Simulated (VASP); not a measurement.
Input of a VASP 6.6.1 run:

INCAR

```
SYSTEM = Ta3AsAu2O13
  PREC = Accurate
  ENCUT = 520
  EDIFF = 1E-7
  ISMEAR = -1
  SIGMA = 0.05
  LREAL = .False.
  LASPH = .True.
  NELM = 80
  ALGO = Normal
  ISIF = 2
  LWAVE = .False.
  LCHARG = .False.
  GGA = PE
  IVDW = 2
  LORBIT = 11
  KPAR = 4
```

File KPOINTS:

```
Automatic mesh
0
Gamma
  7 7 3
  0 0 0
```

The input POSCAR:

```
Ta3AsAu2O13
1.0
    6.8006700000     -1.9216300000     -0.0262100000
    6.8006700000      1.9216300000     -0.0262100000
   -1.7222500000      0.0000000000     10.3728800000
Ta As Au O
3 1 2 13
Direct
    0.2983200000      0.2983200000      0.6304200000
    0.3583800000      0.3583800000      0.0038600000
    0.6415300000      0.6415300000      0.9984100000
    0.7021000000      0.7021000000      0.3624900000
    0.6017600000      0.6017600000      0.6318100000
    0.3998900000      0.3998900000      0.3657700000
    0.3425700000      0.3425700000      0.8055700000
    0.4163800000      0.4163800000      0.5563500000
    0.7815900000      0.7815900000      0.5938900000
    0.6595800000      0.6595800000      0.2007100000
    0.5909500000      0.5909500000      0.4348600000
    0.2189700000      0.2189700000      0.4115600000
    0.6154600000      0.6154600000      0.8221400000
    0.1440000000      0.1440000000      0.6409700000
    0.3830000000      0.3830000000      0.1794700000
    0.8449800000      0.8449800000      0.3582500000
    0.5005000000      0.5005000000      0.0025800000
    0.8126900000      0.8126900000      0.9923200000
    0.1873700000      0.1873700000      0.0085600000
```

Potentials or basis: VASP PAW PBE potentials, release 64 (Ta_pv, As, Au, O).

Run with:

```bash
$ cat potpaw_PBE.64/Ta_pv/POTCAR potpaw_PBE.64/As/POTCAR potpaw_PBE.64/Au/POTCAR potpaw_PBE.64/O/POTCAR > POTCAR
$ mpirun -np 4 vasp_std > vasp.out
```

Problem. What does it give for the Hirshfeld charges?

Solution. Ta +0.78, +0.87; As +0.55; Au +0.56; O -0.36, -0.33, -0.32, -0.26, -0.28, -0.30, -0.23, -0.37 e.

Problem. Estimate the dispersion energy per atom.

Solution. -0.161 eV.

Problem. Predict the largest force.

Solution. 0.292 eV/Å.

Forces on the atoms (eV/Å):
```
Ta  -0.066  0.000  0.014
Ta  -0.037  0.000 -0.097
Ta   0.048  0.000  0.141
As   0.134  0.000  0.142
Au  -0.069  0.000  0.007
Au   0.038  0.000 -0.034
O    0.022  0.000  0.136
O    0.150  0.000  0.030
O   -0.020  0.000 -0.003
O   -0.041  0.000 -0.289
O   -0.185  0.000  0.029
O    0.014  0.000 -0.014
O   -0.002  0.000 -0.165
O   -0.032  0.000  0.039
O    0.006  0.000  0.135
O    0.043  0.000 -0.049
O   -0.008  0.000 -0.005
O   -0.020  0.000 -0.011
O    0.025  0.000 -0.008
```

Caveat: atom-pairwise D2, TS and ULG terms overbind metals. Spin-orbit coupling is left out, which matters for the levels of Au, Ta.
